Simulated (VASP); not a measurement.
These are PBE GGA with spin-orbit coupling, VASP's PBE PAW potentials (set 64) (plane waves; VASP 6.6.1) values and carry that method's errors.

The input files of a VASP run:

**POSCAR**
```
LaTc3
1
    4.3667170000     0.0000000000     0.0000000000
    0.0000000000     4.3667170000     0.0000000000
    0.0000000000     0.0000000000     4.3667170000
Tc La
3 1
Direct
  0.0000000000   0.5000000000   0.5000000000
  0.5000000000   0.5000000000   0.0000000000
  0.5000000000   0.0000000000   0.5000000000
  0.0000000000   0.0000000000   0.0000000000
```

File KPOINTS:
```
Automatic mesh
0
Gamma
6 6 6
0 0 0
```

### INCAR
```
# general
SYSTEM        = LaTc3
PREC          = Accurate
ENCUT         = 300   # plane-wave cut-off (eV)
LREAL         = .FALSE.   # projection in real space or not
LASPH         = .TRUE.

# electronic loop
EDIFF         = 1E-6
NELM          = 100   # most electronic steps
ALGO          = Normal   # blocked Davidson
LMAXMIX       = 6   # l cut-off of mixed one-centre charges

# smearing
ISMEAR        = -1   # Fermi-Dirac
SIGMA         = 0.1   # width (eV)

# functional
GGA           = PE   # PBE
GGA_COMPAT    = .FALSE.

# spin
MAGMOM        = 12*0.0
LSORBIT       = .TRUE.
LNONCOLLINEAR = .TRUE.

# ions
ISIF          = 2

# output
LWAVE         = .FALSE.
LCHARG        = .FALSE.
LORBIT        = 11   # lm-projected
```

POTCAR, in this order: Tc_pv La (PBE.64 set). Program: vasp_ncl.

Output of the run:

OSZICAR:
```
       N       E                     dE             d eps       ncg     rms          rms(c)
DAV:   1     0.751069024909E+03    0.75107E+03   -0.16707E+04  2764   0.160E+03
DAV:   2     0.749021627395E+02   -0.67617E+03   -0.65704E+03  2896   0.471E+02
DAV:   3    -0.192795756863E+02   -0.94182E+02   -0.90113E+02  2912   0.211E+02
DAV:   4    -0.343326950831E+02   -0.15053E+02   -0.13945E+02  4476   0.666E+01
DAV:   5    -0.368629562895E+02   -0.25303E+01   -0.22534E+01  4512   0.236E+01    0.214E+01
DAV:   6    -0.345394796355E+02    0.23235E+01   -0.11185E+02  3728   0.823E+01    0.744E+00
DAV:   7    -0.330045124915E+02    0.15350E+01   -0.10446E+01  3976   0.273E+01    0.390E+00
DAV:   8    -0.330075703996E+02   -0.30579E-02   -0.65640E-01  4648   0.630E+00    0.338E+00
DAV:   9    -0.328310302644E+02    0.17654E+00   -0.22535E-01  3448   0.360E+00    0.251E+00
DAV:  10    -0.327028217101E+02    0.12821E+00   -0.77034E-01  3716   0.558E+00    0.133E+00
DAV:  11    -0.327069659507E+02   -0.41442E-02   -0.56229E-02  4184   0.153E+00    0.794E-01
DAV:  12    -0.327062169893E+02    0.74896E-03   -0.51644E-03  4248   0.404E-01    0.577E-01
DAV:  13    -0.327053266117E+02    0.89038E-03   -0.23911E-03  4360   0.240E-01    0.343E-01
DAV:  14    -0.327050957207E+02    0.23089E-03   -0.52311E-04  4160   0.105E-01    0.857E-02
DAV:  15    -0.327050258345E+02    0.69886E-04   -0.32882E-04  4364   0.112E-01    0.565E-02
DAV:  16    -0.327050130823E+02    0.12752E-04   -0.11399E-04  4380   0.627E-02    0.222E-02
DAV:  17    -0.327050132626E+02   -0.18031E-06   -0.81732E-06  3524   0.169E-02
   1 F= -.32705013E+02 E0= -.32533145E+02  d E =-.343737E+00  mag=     0.0000    -0.0000    -0.0000
```

OUTCAR:
```
------------------------ aborting loop because EDIFF is reached ----------------------------------------
  FORCE on cell =-STRESS in cart. coord.  units (eV):
  Direction    XX          YY          ZZ          XY          YZ          ZX
  --------------------------------------------------------------------------------------
  Total       -7.6964634     -7.6964634     -7.6964634     -0.0000000     -0.0000000     -0.0000000
  in kB     -148.0937234   -148.0937234   -148.0937234     -0.0000000     -0.0000000     -0.0000000
  external PRESSURE =    -148.0937234 kB  Pullay stress =       0.0000000 kB
  volume of cell :       83.27
      direct lattice vectors                 reciprocal lattice vectors
     4.366717000  0.000000000  0.000000000     0.229004994  0.000000000  0.000000000
     0.000000000  4.366717000  0.000000000     0.000000000  0.229004994  0.000000000
     0.000000000  0.000000000  4.366717000     0.000000000  0.000000000  0.229004994
 POSITION                                       TOTAL-FORCE (eV/Angst)
 -----------------------------------------------------------------------------------
      0.00000      2.18336      2.18336         0.000000      0.000000      0.000000
      2.18336      2.18336      0.00000         0.000000      0.000000      0.000000
      2.18336      0.00000      2.18336         0.000000      0.000000      0.000000
      0.00000      0.00000      0.00000         0.000000      0.000000      0.000000
 -----------------------------------------------------------------------------------
    total drift:                                0.000000      0.000000      0.000000
  FREE ENERGIE OF THE ION-ELECTRON SYSTEM (eV)
  ---------------------------------------------------
  free  energy   TOTEN  =       -32.7050132626 eV

  energy  without entropy=      -32.3612760573  energy(sigma->0) =      -32.53314466

 total charge

# of ion       s       p       d       f       tot
--------------------------------------------------
    1        0.385   6.209   4.999   0.000  11.592
    2        0.385   6.209   4.999   0.000  11.592
    3        0.385   6.209   4.999   0.000  11.592
    4        2.064   5.582   0.983   0.197   8.826
--------------------------------------------------
tot          3.218  24.208  15.980   0.197  43.603

 magnetization (x)

# of ion       s       p       d       f       tot
--------------------------------------------------
    1       -0.000  -0.000   0.000   0.000   0.000
    2        0.000   0.000  -0.000   0.000  -0.000
    3       -0.000   0.000   0.000   0.000   0.000
    4       -0.000  -0.000  -0.000   0.000  -0.000
--------------------------------------------------
tot         -0.000   0.000   0.000   0.000  -0.000

 magnetization (y)

# of ion       s       p       d       f       tot
--------------------------------------------------
    1       -0.000  -0.000   0.000   0.000  -0.000
    2       -0.000   0.000  -0.000   0.000  -0.000
    3        0.000   0.000   0.000   0.000   0.000
    4        0.000   0.000   0.000  -0.000   0.000
--------------------------------------------------
tot         -0.000   0.000   0.000  -0.000   0.000

 magnetization (z)

# of ion       s       p       d       f       tot
--------------------------------------------------
    1        0.000  -0.000  -0.000   0.000  -0.000
    2       -0.000   0.000  -0.000   0.000  -0.000
    3        0.000   0.000  -0.000   0.000   0.000
    4        0.000   0.000   0.000  -0.000   0.000
--------------------------------------------------
tot          0.000   0.000  -0.000  -0.000   0.000

 Ion:    1  E_soc:     -0.2253872

 Ion:    2  E_soc:     -0.2253872

 Ion:    3  E_soc:     -0.2253872

 Ion:    4  E_soc:     -0.6248849
```
(Selected blocks of OUTCAR.)

At this cut-off the stress carries a Pulay error, which pulls relaxed volumes low.

The structure was generated: LaTc3 was put into an ordered model structure, which need not be its known phase. The cell was not relaxed at this level. The run is one of a series of settings (GGA_COMPAT = .FALSE., LNONCOLLINEAR = .TRUE., LSORBIT = .TRUE., MAGMOM = 0.0 0.0 0.0 0.0 0.0 0.0 0.0 0.0 0.0 0.0 0.0 0.0, program vasp_ncl against the base run), some of them coarse on purpose.
